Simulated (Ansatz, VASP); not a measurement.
## CrCoN: VASP beside Ansatz

```
CELL_PARAMETERS angstrom
5.47459 0.00000 0.00000
-2.73729 4.74113 0.00000
0.00000 0.00000 3.27829
ATOMIC_POSITIONS crystal
Co 0.25150 0.00000 0.00000
Co 0.74850 0.74850 0.00000
Co 0.00000 0.25150 0.00000
Cr 0.57290 0.00000 0.50000
Cr 0.42710 0.42710 0.50000
Cr 0.00000 0.57290 0.50000
N 0.00000 0.00000 0.50000
N 0.33330 0.66670 0.00000
N 0.66670 0.33330 0.00000
```

The cell was built by a generator and needn't be a form met in nature.

Alike in both runs: task single point; functional PBE; k mesh 4 × 4 × 6; no spin polarisation.

|  | VASP | Ansatz |
| --- | --- | --- |
| version | VASP 6.6.1 | Ansatz 0.2.0 |
| potentials or method | VASP PAW PBE potentials, release 64 (Co, Cr_pv, N) | PAW plane waves |
| plane-wave cutoff (eV) | 520 | 420 |
| occupations | fermi-dirac, width 0.1 eV | fermi-dirac |
| valence electrons in the cell | 78 | 108 |

Ansatz gave:

* gap on the k mesh at the Fermi level (eV): none
* pressure (GPa): -19.1
* largest component of the traceless stress (GPa): 6.33
* rms of the force components (eV/Å): 0.582

Task: What did VASP give for the same quantities?

Result: gap on the k mesh at the Fermi level (eV): none; pressure (GPa): -19.4; largest component of the traceless stress (GPa): 6.16; rms of the force components (eV/Å): 0.578.

Atom by atom the forces differ by 0.008 eV/Å (rms over components). A gap of «none» marks a metal or a gap that the smearing closes. The two sets of potentials don't hold the same shells in valence. Ansatz warned: «structure_snapped_to_symmetry».

Caveats: so large a pressure means that the cell lies far from this level's equilibrium, or that cutoff or potentials fall short (VASP); the run has no spin polarisation, though such a crystal can be magnetic; forces of over 1 eV/Å show positions far from the minimum, so gaps and moduli don't describe the material at rest. Spin polarisation is off, so any magnetic state and its effect on volume and gap are missing. With open d or f shells a metallic result of PBE can be an artefact of self-interaction; +U or a hybrid may open a gap.
